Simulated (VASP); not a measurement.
Method: vdW-DF-cx, VASP's PBE PAW potentials (set 64) (plane waves; VASP).

VASP input:

### INCAR
```
# general
SYSTEM    =  ZrC
PREC      =  Accurate
ENCUT     =  520
LREAL     =  F
LASPH     =  T

# electronic loop
EDIFF     =  1E-7
NELM      =  100
ALGO      =  Normal
LMAXMIX   =  4

# smearing
ISMEAR    =  1
SIGMA     =  0.1

# functional
GGA       =  CX
LUSE_VDW  =  T
AGGAC     =  0.0

# ions
ISIF      =  2

# output
LWAVE     =  F
LCHARG    =  F
```

### KPOINTS
```
Automatic mesh
0
Gamma
13 13 13
0 0 0
```

POSCAR:
```
ZrC
1
    0.0000000000     2.3184631077     2.3184631077
    2.3184631077     0.0000000000     2.3184631077
    2.3184631077     2.3184631077     0.0000000000
Zr C
1 1
Direct
  0.0000000000   0.0000000000   0.0000000000
  0.5000000000   0.5000000000   0.5000000000
```

POTCAR, in this order: Zr_sv C (PBE.64 set). Program: vasp_std.

The resulting files:

File OSZICAR:
```
       N       E                     dE             d eps       ncg     rms          rms(c)
DAV:   1     0.111198009513E+03    0.11120E+03   -0.90896E+03  2016   0.136E+03
DAV:   2    -0.138902027843E+02   -0.12509E+03   -0.11798E+03  2368   0.336E+02
DAV:   3    -0.193624055443E+02   -0.54722E+01   -0.53674E+01  3004   0.627E+01
DAV:   4    -0.195704682288E+02   -0.20806E+00   -0.20791E+00  2540   0.115E+01
DAV:   5    -0.195768206058E+02   -0.63524E-02   -0.63520E-02  2944   0.162E+00    0.232E+01
DAV:   6    -0.164430243328E+02    0.31338E+01   -0.14682E+01  2280   0.275E+01    0.924E+00
DAV:   7    -0.163430535027E+02    0.99971E-01   -0.61576E-01  2360   0.655E+00    0.658E+00
DAV:   8    -0.163361886728E+02    0.68648E-02   -0.11711E-01  2180   0.320E+00    0.146E+00
DAV:   9    -0.163328120790E+02    0.33766E-02   -0.25841E-02  2488   0.106E+00    0.470E-01
DAV:  10    -0.163330914806E+02   -0.27940E-03   -0.17935E-03  2280   0.544E-01    0.353E-01
DAV:  11    -0.163329299769E+02    0.16150E-03   -0.57600E-04  2240   0.192E-01    0.176E-02
DAV:  12    -0.163329285586E+02    0.14183E-05   -0.11054E-05  3028   0.369E-02    0.124E-02
DAV:  13    -0.163329283529E+02    0.20567E-06   -0.29916E-07  2296   0.546E-03    0.155E-03
DAV:  14    -0.163329283585E+02   -0.55643E-08   -0.27049E-08  1208   0.126E-03
   1 F= -.16332928E+02 E0= -.16332872E+02  d E =-.170133E-03
```

**OUTCAR**
```
------------------------ aborting loop because EDIFF is reached ----------------------------------------
  FORCE on cell =-STRESS in cart. coord.  units (eV):
  Direction    XX          YY          ZZ          XY          YZ          ZX
  --------------------------------------------------------------------------------------
  Total        1.1664095      1.1664095      1.1664095      0.0000000     -0.0000000      0.0000000
  in kB       74.9775213     74.9775213     74.9775213      0.0000000     -0.0000000      0.0000000
  external PRESSURE =      74.9775213 kB  Pullay stress =       0.0000000 kB
  volume of cell :       24.92
      direct lattice vectors                 reciprocal lattice vectors
     0.000000000  2.318463108  2.318463108    -0.215660106  0.215660106  0.215660106
     2.318463108  0.000000000  2.318463108     0.215660106 -0.215660106  0.215660106
     2.318463108  2.318463108  0.000000000     0.215660106  0.215660106 -0.215660106
 POSITION                                       TOTAL-FORCE (eV/Angst)
 -----------------------------------------------------------------------------------
      0.00000      0.00000      0.00000         0.000000      0.000000      0.000000
      2.31846      2.31846      2.31846         0.000000     -0.000000     -0.000000
 -----------------------------------------------------------------------------------
    total drift:                                0.000000     -0.000000     -0.000000
  FREE ENERGIE OF THE ION-ELECTRON SYSTEM (eV)
  ---------------------------------------------------
  free  energy   TOTEN  =       -16.3329283585 eV

  energy  without entropy=      -16.3327582251  energy(sigma->0) =      -16.33287165
```
(Selected blocks of OUTCAR.)

The compound is ZrC in the rock salt structure. This cell is one point of a volume scan, at 0.97 of the reference volume.
